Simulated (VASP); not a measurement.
GdN:

```
CELL_PARAMETERS angstrom
0.00000 2.53500 2.53500
2.53500 0.00000 2.53500
2.53500 2.53500 0.00000
ATOMIC_POSITIONS crystal
Gd 0.00000 0.00000 0.00000
N 0.50000 0.50000 0.50000
```

The cell comes from a database or a generator and needn't be the stable form of this composition.

Base run:

| Quantity | Value |
| --- | --- |
| Program | VASP 6.6.1 |
| Functional | r2SCAN |
| Potentials or basis | VASP PAW PBE potentials, release 64 (Gd, N) |
| Cutoff | 520 eV |
| k mesh | 8 × 8 × 8 |
| Occupations | fermi-dirac, width 0.05 eV |
| Spin | collinear spin, ferromagnetic start |
| Starting moments | [7.0, 0.0] μB |

Its results: pressure -8.1 GPa; net moment 7.00 μB per cell; site moments Gd +6.79; N -0.12 μB.

Question: The run is repeated on the same cell with these changes: hubbard terms from none to Gd f U = 2 eV. What comes out?

Answer: Pressure -7.6 GPa; net moment 7.00 μB per cell; site moments Gd +6.81; N -0.13 μB.

Caveats: the PAW data sets were made with another functional, which shifts forces and pressure a little; a cell with one magnetic atom can't hold antiferromagnetic order, which such compounds often take.

Not every run made on this cell is shown here.
